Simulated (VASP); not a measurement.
Consider the following.

```
CdS
1.0
    4.20516     0.00000     0.00000
   -2.10258     3.64177     0.00000
    0.00000     0.00000     6.82974
Cd S
2 2
Direct
  0.33333   0.66667   0.00000
  0.66667   0.33333   0.50000
  0.33333   0.66667   0.37700
  0.66667   0.33333   0.87700
```

Level of theory: PBE GGA, VASP's PBE PAW potentials (set 64) (plane waves; VASP). Run with 480 eV cut-off, 6×6×3 Γ-centred mesh, Gaussian smearing of 0.050 eV, potentials Cd S.

Question: Estimate the energy per atom (σ→0), band gap (on the k-mesh) with the smallest direct gap where there is one.

Answer: 
| Quantity | Value |
|---|---|
| band gap (on the k-mesh) | 1.11 eV |
| smallest direct gap (on the k-mesh) | 1.11 eV |
| energy per atom (σ→0) | -3.074 eV/atom |

The compound is CdS in the wurtzite structure. It was relaxed first. The start is the result of an earlier pass.
